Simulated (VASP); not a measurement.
Method: optB86b-vdW, VASP's PBE PAW potentials (set 64) (plane waves; VASP).

The input files of a VASP run:

**KPOINTS**
```
Automatic
0
Gamma
 16 16 9
0 0 0
```

File POSCAR:
```
Ti
1.0
  1.4553989528  -2.5208249881   0.0000000000
  1.4553989528   2.5208249881   0.0000000000
  0.0000000000   0.0000000000   4.6147385823
Ti
2
Direct
  0.3333330000   0.6666670000   0.2500000000
  0.6666670000   0.3333330000   0.7500000000
```

**INCAR**
```
AGGAC=0.0
ALGO=Normal
EDIFF=1E-7
ENCUT=520
GGA=MK
ISIF=2
ISMEAR=-5
LASPH=.TRUE.
LCHARG=.TRUE.
LMAXMIX=4
LORBIT=11
LREAL=.FALSE.
LUSE_VDW=.TRUE.
LWAVE=.FALSE.
NEDOS=601
NELM=100
PARAM1=0.1234
PARAM2=1.0
PREC=Accurate
SYSTEM=Ti
```

POTCAR, in this order: Ti_sv (PBE.64 set). Program: vasp_std.

The run wrote:

**OSZICAR**
```
       N       E                     dE             d eps       ncg     rms          rms(c)
DAV:   1     0.254942654934E+03    0.25494E+03   -0.13635E+04  4808   0.189E+03
DAV:   2     0.167122477258E+02   -0.23823E+03   -0.23710E+03  4912   0.496E+02
DAV:   3    -0.108774560508E+02   -0.27590E+02   -0.27486E+02  9472   0.136E+02
DAV:   4    -0.119771494412E+02   -0.10997E+01   -0.10996E+01  4960   0.291E+01
DAV:   5    -0.120393643720E+02   -0.62215E-01   -0.62209E-01  7976   0.466E+00    0.122E+01
DAV:   6    -0.100699108072E+02    0.19695E+01   -0.73574E+00  5680   0.319E+01    0.314E+00
DAV:   7    -0.100566141686E+02    0.13297E-01   -0.77018E-01  7232   0.756E+00    0.200E+00
DAV:   8    -0.100834363857E+02   -0.26822E-01   -0.21251E-01  5520   0.627E+00    0.713E-01
DAV:   9    -0.100744769312E+02    0.89595E-02   -0.49430E-02  5800   0.264E+00    0.568E-02
DAV:  10    -0.100747181456E+02   -0.24121E-03   -0.24915E-03  7632   0.408E-01    0.839E-02
DAV:  11    -0.100747445375E+02   -0.26392E-04   -0.17182E-04  5776   0.131E-01    0.274E-02
DAV:  12    -0.100747312086E+02    0.13329E-04   -0.30297E-05  6120   0.484E-02    0.227E-03
DAV:  13    -0.100747332244E+02   -0.20158E-05   -0.59556E-07  5576   0.828E-03    0.113E-03
DAV:  14    -0.100747341478E+02   -0.92341E-06   -0.16736E-07  4216   0.309E-03    0.327E-04
DAV:  15    -0.100747341513E+02   -0.34870E-08   -0.25226E-08  3160   0.162E-03
   1 F= -.10074734E+02 E0= -.10074734E+02  d E =0.000000E+00
```

OUTCAR:
```
------------------------ aborting loop because EDIFF is reached ----------------------------------------
  FORCE on cell =-STRESS in cart. coord.  units (eV):
  Direction    XX          YY          ZZ          XY          YZ          ZX
  --------------------------------------------------------------------------------------
  Total       -0.0112082     -0.0112082     -0.0353761     -0.0000000      0.0000000     -0.0000000
  in kB       -0.5303279     -0.5303280     -1.6738588     -0.0000000      0.0000000     -0.0000000
  external PRESSURE =      -0.9115049 kB  Pullay stress =       0.0000000 kB
  volume of cell :       33.86
      direct lattice vectors                 reciprocal lattice vectors
     1.455398953 -2.520824988  0.000000000     0.343548413 -0.198347764  0.000000000
     1.455398953  2.520824988  0.000000000     0.343548413  0.198347764  0.000000000
     0.000000000  0.000000000  4.614738582     0.000000000  0.000000000  0.216696999
 POSITION                                       TOTAL-FORCE (eV/Angst)
 -----------------------------------------------------------------------------------
      1.45540      0.84028      1.15368        -0.000000      0.000000      0.000000
      1.45540     -0.84028      3.46105         0.000000     -0.000000      0.000000
 -----------------------------------------------------------------------------------
    total drift:                                0.000000      0.001054     -0.000020
  FREE ENERGIE OF THE ION-ELECTRON SYSTEM (eV)
  ---------------------------------------------------
  free  energy   TOTEN  =       -10.0747341513 eV

  energy  without entropy=      -10.0747341513  energy(sigma->0) =      -10.07473415

 total charge

# of ion       s       p       d       tot
------------------------------------------
    1        2.254   6.125   1.916  10.295
    2        2.254   6.125   1.916  10.295
--------------------------------------------------
tot          4.507  12.250   3.833  20.591
```
(Selected blocks of OUTCAR.)

For a metal the tetrahedron method with Blöchl corrections gives inexact stress and forces.

The compound is Ti in the hcp structure. It was relaxed first.
